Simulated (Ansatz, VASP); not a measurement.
# InP: VASP beside Ansatz

One calculation is typed for both programs; each brings its own data sets. How far apart do they land? The cell is taken from a series of runs on this material, whose earlier steps may have relaxed, scaled, displaced or heated it; both programs get it as it stands.

Program: Ansatz 0.2.0. Level of theory: plane waves, with VASP 6.6.1 beside it; single point at r2SCAN, spin-orbit coupling. Results are calculated unless marked as measured.

**1. The structure**

The structure is cubic, space group F-43m (No. 216). The conventional cell has a = 5.659 Å, b = 5.659 Å, c = 5.659 Å, α = 90.00°, β = 90.00°, γ = 90.00°. Nearest to In lie 4 P at 2.45 Å. Nearest to P lie 4 In at 2.45 Å. Farther neighbours are not listed.

**2. VASP: single point, r2SCAN, spin-orbit coupling, pair 1**

A single point gives forces, pressure and levels at one fixed geometry, so differences don't come from the geometry; what else differs is listed under the comparison.

Lines of VASP's logs that name or quote its potential files are left out, and so is its time.

Contents of INCAR:

```
SYSTEM = InP
PREC = Accurate
ENCUT = 440
EDIFF = 1E-06
NELM = 200
ISMEAR = 0
SIGMA = 0.01
LREAL = .FALSE.
ALGO = Normal
METAGGA = R2SCAN
LASPH = .TRUE.
LNONCOLLINEAR = .TRUE.
MAGMOM = 0 0 0 0 0 0
NBANDS = 30
GGA_COMPAT = .FALSE.
LSORBIT = .TRUE.
LORBIT = 11
LWAVE = .FALSE.
LCHARG = .FALSE.
ISIF = 2
EFERMI = MIDGAP
LMIXTAU = .TRUE.
KPAR = 2
```

Contents of POSCAR:

```
InP
1.0
    0.0000000000      2.8295367134      2.8295367134
    2.8295367134      0.0000000000      2.8295367134
    2.8295367134      2.8295367134      0.0000000000
In P
1 1
Direct
    0.0000000000      0.0000000000      0.0000000000
    0.7500000000      0.7500000000      0.7500000000
```

Contents of KPOINTS:

```
Automatic mesh
0
Gamma
6 6 6
0 0 0
```

PAW data sets: In_d and P (PBE family, release 64).

Launch:

```sh
mpirun -np 2 vasp_ncl
```

Numbers of over 12 decimals in the logs are rounded to 6 here.

What it wrote:

```text
[banner, memory and clock lines left out]
running    2 mpi-ranks, on    1 nodes
 distrk:  each k-point on    1 cores,    2 groups
 distr:  one band on    1 cores,    1 groups

 POSCAR found type information on POSCAR InP
 POSCAR found :  2 types and       2 ions
|                                                                             |
|               ----> ADVICE to this user running VASP <----                  |
|                                                                             |
|     You enforced a specific xc type in the INCAR file but a different       |
|     [... a line on the potential file left out ...]
|     I HOPE YOU KNOW WHAT YOU ARE DOING!                                     |
|                                                                             |

 LDA part: xc-table for (None), standard interpolation
 POSCAR, INCAR and KPOINTS ok, starting setup
 FFT: planning ... GRIDC
 FFT: planning ... GRID_SOFT
 FFT: planning ... GRID
 WAVECAR not read
 entering main loop
       N       E                     dE             d eps       ncg     rms          rms(c)
DAV:   1     0.130310654527E+03    0.13031E+03   -0.74551E+03  1320   0.131E+03
DAV:   2    -0.187208877067E+02   -0.14903E+03   -0.14185E+03  1364   0.356E+02
DAV:   3    -0.349859565650E+02   -0.16265E+02   -0.15979E+02  1598   0.128E+02
DAV:   4    -0.356877385443E+02   -0.70178E+00   -0.70033E+00  1610   0.267E+01
DAV:   5    -0.357304161584E+02   -0.42678E-01   -0.42671E-01  2210   0.588E+00    0.907E+00
DAV:   6    -0.321172293141E+02    0.36132E+01   -0.19790E+00  1692   0.365E+01    0.473E+00
DAV:   7    -0.320504244832E+02    0.66805E-01   -0.70552E-01  1614   0.115E+01    0.292E+00
DAV:   8    -0.320848412520E+02   -0.34417E-01   -0.24510E-01  1374   0.644E+00    0.155E+00
DAV:   9    -0.320304121956E+02    0.54429E-01   -0.22428E-01  1332   0.493E+00    0.774E-01
DAV:  10    -0.320912028177E+02   -0.60791E-01   -0.58910E-02  1320   0.237E+00    0.169E-01
DAV:  11    -0.321235524621E+02   -0.32350E-01   -0.14075E-02  1340   0.135E+00    0.426E-02
DAV:  12    -0.321228115501E+02    0.74091E-03   -0.17761E-03  1538   0.416E-01    0.874E-02
DAV:  13    -0.321238338813E+02   -0.10223E-02   -0.46565E-04  1406   0.266E-01    0.377E-02
DAV:  14    -0.321237735911E+02    0.60290E-04   -0.11459E-04  1476   0.143E-01    0.220E-02
DAV:  15    -0.321238407850E+02   -0.67194E-04   -0.38198E-05  1416   0.642E-02    0.929E-03
DAV:  16    -0.321238415036E+02   -0.71853E-06   -0.33508E-06  1566   0.191E-02
   1 F= -.32123842E+02 E0= -.32123842E+02  d E =0.000000E+00  mag=    -0.0000    -0.0000     0.0000
```

OUTCAR, selected parts (step 2):

```text
ion  position               nearest neighbor table
   1  0.000  0.000  0.000-   2 2.45   2 2.45   2 2.45   2 2.45
   2  0.750  0.750  0.750-   1 2.45   1 2.45   1 2.45   1 2.45

  LATTYP: Found a face centered cubic cell.
 ALAT       =     5.6590734268

 Subroutine GETGRP returns: Found 24 space group operations
 (whereof 24 operations were pure point group operations)

The static configuration has the point symmetry T_d .

 Found     22 irreducible k-points:

   k-points           NKPTS =     22   k-points in BZ     NKDIM =     22   number of bands    NBANDS=     30

   dimension x,y,z NGX =    28 NGY =   28 NGZ =   28
   dimension x,y,z NGXF=    56 NGYF=   56 NGZF=   56

   ENCUT  =  440.0 eV  32.34 Ry    5.69 a.u.   6.84  6.84  6.84*2*pi/ulx,y,z

   NELECT =      18.0000    total number of electrons

 k-points in reciprocal lattice and weights: Automatic mesh
   0.00000000  0.00000000  0.00000000       0.005
   0.16666667  0.00000000  0.00000000       0.019
  -0.16666667  0.00000000  0.00000000       0.019
   0.33333333  0.00000000  0.00000000       0.019
  -0.33333333  0.00000000  0.00000000       0.019
   0.50000000  0.00000000  0.00000000       0.019
   0.16666667  0.16666667  0.00000000       0.028
   0.33333333  0.16666667  0.00000000       0.056
  -0.33333333 -0.16666667  0.00000000       0.056
[...]
-0.33333333  0.33333333  0.16666667       0.111
  -0.33333333  0.50000000  0.16666667       0.056

 average (electrostatic) potential at core
       1-100.1362       2 -84.5986

 E-fermi :   7.1536

 k-point     1 :       0.0000    0.0000    0.0000
  band No.  band energies     occupation
    ...
     14       6.1902      1.00000
     15       6.2811      1.00000
     16       6.2811      1.00000
     17       6.2811      1.00000
     18       6.2811      1.00000
     19       8.0262      0.00000
     20       8.0262      0.00000
     21      10.3532      0.00000
     22      10.3532      0.00000
     23      10.8115      0.00000
    ...

 k-point     2 :       0.1667    0.0000    0.0000
  band No.  band energies     occupation
    ...
     14       3.9855      1.00000
     15       5.8354      1.00000
     16       5.8354      1.00000
     17       5.9078      1.00000
     18       5.9254      1.00000
     19       8.8487      0.00000
     20       8.8487      0.00000
     21      10.9864      0.00000
     22      10.9864      0.00000
     23      11.3131      0.00000
    ...

 k-point     3 :      -0.1667    0.0000    0.0000
  band No.  band energies     occupation
    ...
     14       3.9855      1.00000
     15       5.8354      1.00000
     16       5.8354      1.00000
     17       5.9078      1.00000
     18       5.9254      1.00000
     19       8.8487      0.00000
     20       8.8487      0.00000
     21      10.9864      0.00000
     22      10.9864      0.00000
     23      11.3131      0.00000
    ...

  Total        3.2866580      3.2866580      3.2866580      0.0000000     -0.0000000     -0.0000000
  in kB      116.2222016    116.2222016    116.2222016      0.0000000     -0.0000000     -0.0000000
  external PRESSURE =     116.2222016 kB  Pullay stress =       0.0000000 kB

  energy-cutoff  :      440.00
  volume of cell :       45.31
      direct lattice vectors                 reciprocal lattice vectors
     0.000000000  2.829536713  2.829536713    -0.176707373  0.176707373  0.176707373
     2.829536713  0.000000000  2.829536713     0.176707373 -0.176707373  0.176707373
     2.829536713  2.829536713  0.000000000     0.176707373  0.176707373 -0.176707373

 POSITION                                       TOTAL-FORCE (eV/Angst)
 -----------------------------------------------------------------------------------
      0.00000      0.00000      0.00000         0.000000     -0.000000      0.000000
      4.24431      4.24431      4.24431        -0.000000      0.000000     -0.000000
 -----------------------------------------------------------------------------------
    total drift:                               -0.000000     -0.000000     -0.000000

  FREE ENERGIE OF THE ION-ELECTRON SYSTEM (eV)
  ---------------------------------------------------
  free  energy   TOTEN  =       -32.1238415036 eV

  energy  without entropy=      -32.1238415036  energy(sigma->0) =      -32.12384150

 Spin-Orbit-Coupling matrix elements
 Ion:    1  E_soc:     -0.0714825
 Ion:    2  E_soc:     -0.0010034

 total charge
# of ion       s       p       d       tot
------------------------------------------
    1        0.830   0.930   9.923  11.683
    2        1.011   1.590   0.000   2.601
--------------------------------------------------
tot          1.842   2.520   9.923  14.285

 magnetization (x)
# of ion       s       p       d       tot
------------------------------------------
    1       -0.000   0.000   0.000  -0.000
    2       -0.000  -0.000   0.000  -0.000
--------------------------------------------------
tot         -0.000  -0.000   0.000  -0.000

 magnetization (y)
# of ion       s       p       d       tot
------------------------------------------
    1        0.000   0.000   0.000   0.000
    2       -0.000   0.000   0.000  -0.000
--------------------------------------------------
tot         -0.000   0.000   0.000  -0.000

 magnetization (z)
# of ion       s       p       d       tot
------------------------------------------
    1        0.000   0.000  -0.000   0.000
    2       -0.000  -0.000   0.000  -0.000
--------------------------------------------------
tot         -0.000   0.000  -0.000  -0.000

[... 3 further parts left out ...]
```

The gap is read on the k-mesh alone, so it is an upper bound where the band edges lie off the mesh. The PAW data sets were made with PBE, which is usual practice but a small mismatch for other functionals.

(Part 1 of 3 ends here.)

[Lines on the potential files, build, host, timing and source positions are cut from VASP's logs without a mark.]

[Logs are printed without paths, hosts, clocks, repeated set-up lines and the standing remarks that a program may print on its own settings, such as how far it seeks lower states.]

[Hosts, paths, dates, database ids (printed as entryN), source tags and the programs' standing remarks are cut or masked in the printed files.]
